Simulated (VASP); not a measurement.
```xyz
2
Lattice="0.0000 2.7817 2.7817 2.7817 0.0000 2.7817 2.7817 2.7817 0.0000" Properties=species:S:1:pos:R:3 pbc="T T T"
Ho     0.0000     0.0000     0.0000
P      2.7817     2.7817     2.7817
```

Method: PBEsol GGA, VASP's PBE PAW potentials (set 64) (plane waves; VASP). Settings: 400 eV cut-off, 10×10×10 Γ-centred mesh, first-order Methfessel-Paxton smearing of 0.10 eV, potentials Ho_3 P.

The 4f electrons are frozen in the core of the lanthanide potential, so 4f levels, which can set the real gap, and their magnetism are missing.

**Question.** Estimate the energy per atom (σ→0), band gap (on the k-mesh) with the smallest direct gap where there is one.

**Answer.** 
The band gap (on the k-mesh) is none (metal, semimetal or under 0.01 eV). The energy per atom (σ→0) comes out as -7.008 eV/atom.

Only differences to runs with the same potentials and settings are physical.

The structure comes from a computed database's HoP entry (Fm-3m); how it stands against other phases isn't given here. It was relaxed first. The start is the result of an earlier pass.
